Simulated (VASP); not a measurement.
VASP input:

### POSCAR
```
MnV3
1
    0.0000000000     3.1347510000     3.1347510000
    3.1347510000     0.0000000000     3.1347510000
    3.1347510000     3.1347510000     0.0000000000
Mn V
1 3
Direct
  0.0095900000  -0.0066340000  -0.0003950000
  0.4747460000   0.5124500000   0.4953610000
  0.2526110000   0.2546550000   0.2511170000
  0.7630530000   0.7395290000   0.7539170000
```

### KPOINTS
```
Automatic mesh
0
G
5 5 5
0 0 0
```

**INCAR**
```
# general
SYSTEM   =  MnV3
PREC     =  Accurate
ENCUT    =  300
LREAL    =  .FALSE.
LASPH    =  .TRUE.

# electronic loop
EDIFF    =  1E-6
NELM     =  100
ALGO     =  Normal
LMAXMIX  =  4

# smearing
ISMEAR   =  -1
SIGMA    =  0.1

# functional
GGA      =  PS

# spin
ISPIN    =  2
MAGMOM   =  4.0 3*2.0

# ions
ISIF     =  2

# output
LWAVE    =  .FALSE.
LCHARG   =  .FALSE.
LORBIT   =  11
```

POTCAR, in this order: Mn_pv V_sv (PBE.64 set). Program: vasp_std.

Problem. Translate this PBEsol calculation to Quantum ESPRESSO's pw.x.

Solution. One equivalent input (not run):
```
&CONTROL
  calculation = 'scf'
  pseudo_dir = './pseudo'
  outdir = './out'
  tprnfor = .true.
  tstress = .true.
/
&SYSTEM
  ibrav = 0
  nat = 4
  ntyp = 2
  ecutwfc = 96
  occupations = 'smearing'
  smearing = 'fermi-dirac'
  degauss = 0.00735
  input_dft = 'pbesol'
  nspin = 2
  starting_magnetization(1) = 0.4
  starting_magnetization(2) = 0.2
/
&ELECTRONS
  conv_thr = 7.3e-08
  electron_maxstep = 100
/
ATOMIC_SPECIES
  Mn 54.938 Mn.upf
  V 50.941 V.upf
CELL_PARAMETERS angstrom
     0.0000000    3.1347510    3.1347510
     3.1347510    0.0000000    3.1347510
     3.1347510    3.1347510    0.0000000
ATOMIC_POSITIONS crystal
  Mn   0.0095900 -0.0066340 -0.0003950
  V    0.4747460  0.5124500  0.4953610
  V    0.2526110  0.2546550  0.2511170
  V    0.7630530  0.7395290  0.7539170
K_POINTS automatic
  5 5 5 0 0 0
```
The two are equivalent in intent, not identical: the potentials are each code's own (VASP's PAW set, PseudoDojo norm-conserving files in pw.x), so ENCUT and ecutwfc are chosen apart and not converted; conv_thr bounds pw.x's estimated SCF error, while EDIFF bounds the energy change between steps; starting_magnetization is a fraction of the valence charge and MAGMOM a moment in μB, so they match only roughly.

The structure was generated: MnV3 was put into an ordered model structure, which need not be its known phase. The cell was not relaxed at this level, atoms are displaced from their ideal sites. The k-mesh is coarse (spacing up to 0.35 per Å, 2π included), so the numbers may not be converged in it.
